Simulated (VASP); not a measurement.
Crystal: MgH2.

```xyz
6
Lattice="4.4732 0.0000 0.0000 0.0000 4.4732 0.0000 0.0000 0.0000 3.0045" Properties=species:S:1:pos:R:3 pbc="T T T"
Mg    0.0000    0.0000    0.0000
Mg    2.2366    2.2366    1.5023
H     1.3617    1.3617    0.0000
H     0.8749    3.5983    1.5023
H     3.1115    3.1115    0.0000
H     3.5983    0.8749    1.5023
```

Program: VASP 6.6.1. Alike in all runs: task band structure; no spin polarisation; cell as given; k mesh 6 × 6 × 10; cutoff (eV) 520; smearing gaussian 0.03 eV.

Order these runs on this cell by their band gap on the k mesh, lowest first.
A. level r2SCAN; potentials or basis VASP PAW PBE potentials, release 64 (Mg, H); further INCAR settings ALGO = Normal; EDIFF = 1e-06
B. level LDA; potentials or basis VASP PAW LDA potentials, release 64 (Mg, H); further INCAR settings ALGO = Fast; EDIFF = 1e-06
C. level TB-mBJ; potentials or basis VASP PAW PBE potentials, release 64 (Mg, H); further INCAR settings ALGO = Normal; EDIFF = 1e-06

B (3.44 eV), A (4.43 eV), C (5.73 eV).

Caveats: the mesh misses the band edges, which the band path finds closer together.

Runs at the PBE level aren't shown here.
